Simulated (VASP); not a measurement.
Output of a VASP run:

File OSZICAR:
```
       N       E                     dE             d eps       ncg     rms          rms(c)
DAV:   1     0.295753713434E+03    0.29575E+03   -0.19679E+04   380   0.232E+03
DAV:   2     0.223418364346E+02   -0.27341E+03   -0.26856E+03   379   0.456E+02
DAV:   3    -0.942919043133E+01   -0.31771E+02   -0.31326E+02   428   0.129E+02
DAV:   4    -0.101530774042E+02   -0.72389E+00   -0.72315E+00   414   0.237E+01
DAV:   5    -0.101690685907E+02   -0.15991E-01   -0.15988E-01   492   0.331E+00    0.260E+00
DAV:   6    -0.100798470538E+02    0.89222E-01   -0.19201E-01   435   0.578E+00    0.148E+00
DAV:   7    -0.100648168336E+02    0.15030E-01   -0.96826E-02   446   0.277E+00    0.372E-01
DAV:   8    -0.100645745485E+02    0.24229E-03   -0.20580E-02   407   0.150E+00    0.737E-02
DAV:   9    -0.100648860465E+02   -0.31150E-03   -0.15336E-03   442   0.389E-01    0.382E-02
DAV:  10    -0.100649980640E+02   -0.11202E-03   -0.34026E-04   407   0.189E-01    0.157E-02
DAV:  11    -0.100649919608E+02    0.61033E-05   -0.77294E-05   442   0.115E-01    0.271E-03
DAV:  12    -0.100649927517E+02   -0.79088E-06   -0.77657E-06   409   0.185E-02
   1 F= -.10064993E+02 E0= -.10023155E+02  d E =-.836753E-01
```

OUTCAR:
```
------------------------ aborting loop because EDIFF is reached ----------------------------------------
  FORCE on cell =-STRESS in cart. coord.  units (eV):
  Direction    XX          YY          ZZ          XY          YZ          ZX
  --------------------------------------------------------------------------------------
  Total        6.3731341      0.8790945      1.6649364      0.0000000      0.0000000      0.0000000
  in kB      130.2051689     17.9601825     34.0151845      0.0000000      0.0000000      0.0000000
  external PRESSURE =      60.7268453 kB  Pullay stress =       0.0000000 kB
  volume of cell :       78.42
      direct lattice vectors                 reciprocal lattice vectors
     2.260000000 -3.830000000  0.000000000     0.221238938 -0.130548303  0.000000000
     2.260000000  3.830000000  0.000000000     0.221238938  0.130548303  0.000000000
     0.000000000  0.000000000  4.530000000     0.000000000  0.000000000  0.220750552
 POSITION                                       TOTAL-FORCE (eV/Angst)
 -----------------------------------------------------------------------------------
      2.26000      2.64347      4.16307         0.000000     -0.786369     -0.234598
      2.26000      1.18653      1.89807         0.000000      0.786369     -0.234598
      2.26000     -1.18653      2.63193         0.000000     -0.786369      0.234598
      2.26000     -2.64347      0.36693         0.000000      0.786369      0.234598
 -----------------------------------------------------------------------------------
    total drift:                                0.000000     -0.000000      0.000000
  FREE ENERGIE OF THE ION-ELECTRON SYSTEM (eV)
  ---------------------------------------------------
  free  energy   TOTEN  =       -10.0649927517 eV

  energy  without entropy=       -9.9813174531  energy(sigma->0) =      -10.02315510
```
(Selected blocks of OUTCAR.)

**POSCAR**
```
Ga
1
    2.2600000000    -3.8300000000     0.0000000000
    2.2600000000     3.8300000000     0.0000000000
    0.0000000000     0.0000000000     4.5300000000
Ga
4
Direct
  0.1549000000   0.8451000000   0.9190000000
  0.3451000000   0.6549000000   0.4190000000
  0.6549000000   0.3451000000   0.5810000000
  0.8451000000   0.1549000000   0.0810000000
```

Reconstruct the remaining input files.

Several could match; the one computed here: the input of the run itself, PBE GGA, plane waves, VASP's PBE PAW potentials (set 64).

### INCAR
```
ALGO = Normal
EDIFF = 1E-6
ENCUT = 300
GGA = PE
ISIF = 2
ISMEAR = -1
LASPH = .TRUE.
LCHARG = .FALSE.
LMAXMIX = 4
LREAL = .FALSE.
LWAVE = .FALSE.
NELM = 100
PREC = Accurate
SIGMA = 0.1
SYSTEM = Ga
```

**KPOINTS**
```
Automatic mesh
0
Gamma
2 2 2
0 0 0
```

POTCAR, in this order: Ga_d (PBE.64 set). Program: vasp_std.

At this cut-off the stress carries a Pulay error, which pulls relaxed volumes low.

The structure is a typed Ga crystal. The cell was not relaxed at this level. The k-mesh is coarse (spacing up to 0.81 per Å, 2π included), so the numbers may not be converged in it. The run is one of a series of settings (KPOINTS 2×2×2 Γ-centred mesh against the base run), some of them coarse on purpose.
